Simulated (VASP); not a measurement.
Consider the following.

```
MgSe
1.0
    0.00000     2.78142     2.78142
    2.78142     0.00000     2.78142
    2.78142     2.78142     0.00000
Mg Se
1 1
Direct
  0.00000   0.00000   0.00000
  0.50000   0.50000   0.50000
```

These are AM05 GGA, VASP's PBE PAW potentials (set 64) (plane waves; VASP) values and carry that method's errors. Run with 520 eV cut-off, 8×8×8 Γ-centred mesh, Gaussian smearing of 0.050 eV, potentials Mg Se.

Question: Predict the energy per atom (σ→0), pressure, band gap (on the k-mesh) with the smallest direct gap where there is one.

Answer: 
```
Item                                         Result
-----------------------------------  --------------
band gap (on the k-mesh)                    1.71 eV
smallest direct gap (on the k-mesh)         2.15 eV
energy per atom (σ→0)                -3.822 eV/atom
pressure                                  -3.27 GPa
```

The absolute energy has meaning only against runs of the same code, potentials and settings.

The compound is MgSe in the rock salt structure. This cell is one point of a volume scan, at 1.06 of the reference volume.
